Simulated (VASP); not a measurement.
Crystal: MgS (Niningerite).

```xyz
2
Lattice="0.0000 2.6016 2.6016 2.6016 0.0000 2.6016 2.6016 2.6016 0.0000" Properties=species:S:1:pos:R:3 pbc="T T T"
S     2.6016    2.6016    2.6016
Mg    0.0000    0.0000    0.0000
```

Base run:

```yaml
Program: VASP 6.6.1
Functional: PBE
Potentials_or_basis: VASP PAW PBE potentials, release 64 (S, Mg)
Cutoff: 520 eV
k_mesh: 8 × 8 × 8
Occupations: gaussian, width 0.02 eV
Spin: no spin polarisation
```

Its results: band gap on the k mesh 2.78 eV, indirect (least direct gap 3.71 eV); pressure 0.9 GPa.

After a change of settings the same cell gave: band gap on the k mesh 3.67 eV, direct; pressure 2.5 GPa. Which change was it?
A. functional from PBE to r2SCAN; further incar settings from ALGO = Fast; EDIFF = 1e-06; NBANDS = 11 to ALGO = Normal; EDIFF = 1e-06; NBANDS = 11
B. functional from PBE to LDA; potentials or basis from VASP PAW PBE potentials, release 64 (S, Mg) to VASP PAW LDA potentials, release 64 (S, Mg)
C. potentials or basis from VASP PAW PBE potentials, release 64 (S, Mg) to VASP PAW PBE potentials, release 64 (S_GW, Mg_GW); cutoff from 520 eV to 450 eV
D. k mesh from 8 × 8 × 8 to 3 × 3 × 3

D.

Caveats: some runs use coarse meshes; an odd mesh through Γ misses points on the zone boundary, where band edges often lie (some runs).

Not every run made on this cell is shown here.
